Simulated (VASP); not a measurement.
These are PBEsol GGA, VASP's PBE PAW potentials (set 64) (plane waves; VASP) values and carry that method's errors.

VASP ran on this input.

**KPOINTS**
```
k-points along high-symmetry lines
15
Line-mode
Reciprocal
  0.000000   0.000000   0.000000 ! GAMMA
 -0.500000  -0.500000   0.000000 ! X

 -0.500000  -0.500000   0.000000 ! X
 -0.375000  -0.375000   0.250000 ! U

 -0.375000  -0.000000   0.375000 ! K
  0.000000   0.000000   0.000000 ! GAMMA

  0.000000   0.000000   0.000000 ! GAMMA
 -0.000000  -0.000000   0.500000 ! L

 -0.000000  -0.000000   0.500000 ! L
 -0.500000  -0.250000   0.250000 ! W

 -0.500000  -0.250000   0.250000 ! W
 -0.500000  -0.500000   0.000000 ! X
```

**INCAR**
```
! general
SYSTEM  = CdSe
PREC    = Accurate
ENCUT   = 400
LREAL   = .False.
LASPH   = .True.
ICHARG  = 11

! electronic loop
EDIFF   = 1E-7
NELM    = 100
ALGO    = Normal
LMAXMIX = 4

! smearing
ISMEAR  = 0
SIGMA   = 0.05

! functional
GGA     = PS

! output
LWAVE   = .False.
LCHARG  = .False.
LORBIT  = 11
```

File POSCAR:
```
CdSe
1
   -0.0000000000     3.0396860784     3.0396860784
    3.0396860784     0.0000000000     3.0396860784
    3.0396860784     3.0396860784    -0.0000000000
Cd Se
1 1
Direct
  0.0000000000   0.0000000000   0.0000000000
  0.2500000000   0.2500000000   0.2500000000
```

POTCAR, in this order: Cd Se (PBE.64 set). Program: vasp_std. Read from the step before: CHGCAR.

Output of the run:

File OSZICAR:
```
       N       E                     dE             d eps       ncg     rms          rms(c)
DAV:   1     0.905064268307E+02    0.90506E+02   -0.78347E+03  2388   0.997E+02
DAV:   2    -0.182477412234E+01   -0.92331E+02   -0.88741E+02  2825   0.268E+02
DAV:   3    -0.529087334731E+01   -0.34661E+01   -0.34373E+01  2685   0.535E+01
DAV:   4    -0.530595894044E+01   -0.15086E-01   -0.15084E-01  2680   0.349E+00
DAV:   5    -0.530605643129E+01   -0.97491E-04   -0.97490E-04  2640   0.252E-01
DAV:   6    -0.530605758947E+01   -0.11582E-05   -0.11582E-05  2735   0.250E-02
DAV:   7    -0.530605760798E+01   -0.18508E-07   -0.18512E-07  2631   0.274E-03
   1 F= -.53060576E+01 E0= -.53060576E+01  d E =-.155528E-11
```

File OUTCAR:
```
 val. band max:        0.8250111799   @ k =   0.0000   0.0000   0.0000

 cond. band min:       1.3088407628   @ k =   0.0000   0.0000   0.0000



 k-point     1 :       0.0000    0.0000    0.0000
  band No.  band energies     occupation
      1     -11.8084      2.00000
      2      -7.0911      2.00000
      3      -7.0911      2.00000
      4      -7.0911      2.00000
      5      -6.7079      2.00000
      6      -6.7079      2.00000
      7       0.8250      2.00000
      8       0.8250      2.00000
      9       0.8250      2.00000
     10       1.3088      0.00000
     11       6.6782      0.00000
     12       6.6782      0.00000
     13       6.6782      0.00000

 k-point     2 :      -0.0357   -0.0357    0.0000
  band No.  band energies     occupation
      1     -11.8022      2.00000
      2      -7.0885      2.00000
      3      -7.0885      2.00000
      4      -7.0879      2.00000
      5      -6.7092      2.00000
      6      -6.7073      2.00000
      7       0.5570      2.00000
      8       0.7936      2.00000
      9       0.7936      2.00000
     10       1.5879      0.00000
     11       6.6012      0.00000
     12       6.7222      0.00000
     13       6.7222      0.00000

 k-point     3 :      -0.0714   -0.0714    0.0000
  band No.  band energies     occupation
      1     -11.7838      2.00000
      2      -7.0801      2.00000
      3      -7.0801      2.00000
      4      -7.0785      2.00000
      5      -6.7125      2.00000
      6      -6.7053      2.00000
      7       0.1493      2.00000
      8       0.7030      2.00000
      9       0.7030      2.00000
     10       2.0270      0.00000
     11       6.3961      0.00000
     12       6.8509      0.00000
     13       6.8509      0.00000

 k-point     4 :      -0.1071   -0.1071    0.0000
  band No.  band energies     occupation
      1     -11.7541      2.00000
      2      -7.0662      2.00000
      3      -7.0661      2.00000
      4      -7.0619      2.00000
...
```

The density is held fixed in this step, so its total energy and stress have no physical meaning.

The compound is CdSe in the zinc blende structure, whereas wurtzite is the usual form. It was relaxed first.
